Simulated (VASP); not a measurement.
An input for Ansatz (written as the equivalent of a VASP run, and not itself run):

Ansatz 0.2 input:
```yaml
crystal:
  lattice:
    - [5.6600000, 0.0000000, 0.0000000]
    - [0.0000000, 5.6600000, 0.0000000]
    - [0.0000000, 0.0000000, 5.6600000]
  atoms:
    - { symbol: La, position: [0.0000000, 0.5000000, 0.5000000] }
    - { symbol: La, position: [0.5000000, 0.0000000, 0.5000000] }
    - { symbol: La, position: [0.5000000, 0.5000000, 0.0000000] }
    - { symbol: Ga, position: [0.0000000, 0.0000000, 0.0000000] }
kpoints:
  mp_grid: { grid: [4, 4, 4] }
hamiltonian:
  xc: pbesol
  pseudopotentials: { kind: paw }
scf:
  occupations: { method: fermi_dirac, width: 0.1 }
  max_iter: 100
output: { forces: true, stress: true, eigenvalues: true }
```

**Question.** Write the VASP files for the same calculation (PBEsol).

**Answer.** One answer among several that fit: 
### INCAR
```
! general
SYSTEM   =  La3Ga
PREC     =  Accurate
ENCUT    =  300   ! plane-wave cut-off (eV)
LREAL    =  .FALSE.
LASPH    =  .TRUE.

! electronic loop
EDIFF    =  1E-6   ! SCF stop (eV)
NELM     =  100
ALGO     =  Normal
LMAXMIX  =  6   ! l cut-off of mixed one-centre charges

! smearing
ISMEAR   =  -1
SIGMA    =  0.1   ! width (eV)

! functional
GGA      =  PS   ! PBEsol

! ions
ISIF     =  2   ! forces and stress, cell fixed

! output
LWAVE    =  .FALSE.
LCHARG   =  .FALSE.
```

File KPOINTS:
```
Automatic mesh
0
Gamma
4 4 4
0 0 0
```

POSCAR:
```
La3Ga
1
    5.6600000000     0.0000000000     0.0000000000
    0.0000000000     5.6600000000     0.0000000000
    0.0000000000     0.0000000000     5.6600000000
La Ga
3 1
Direct
  0.0000000000   0.5000000000   0.5000000000
  0.5000000000   0.0000000000   0.5000000000
  0.5000000000   0.5000000000   0.0000000000
  0.0000000000   0.0000000000   0.0000000000
```

POTCAR, in this order: La Ga_d (PBE.64 set). Program: vasp_std.

Limits of the translation: each code has its own PAW files, so the cut-off isn't converted (ENCUT is set for VASP's; basis.ecutwfc is left out, and Ansatz then takes the one that its files recommend); Ansatz stops its SCF on the density residual and VASP on the energy change (EDIFF).

The structure comes from a measured La3Ga entry of the Crystallography Open Database, whose conditions weren't checked. The cell was not relaxed at this level.
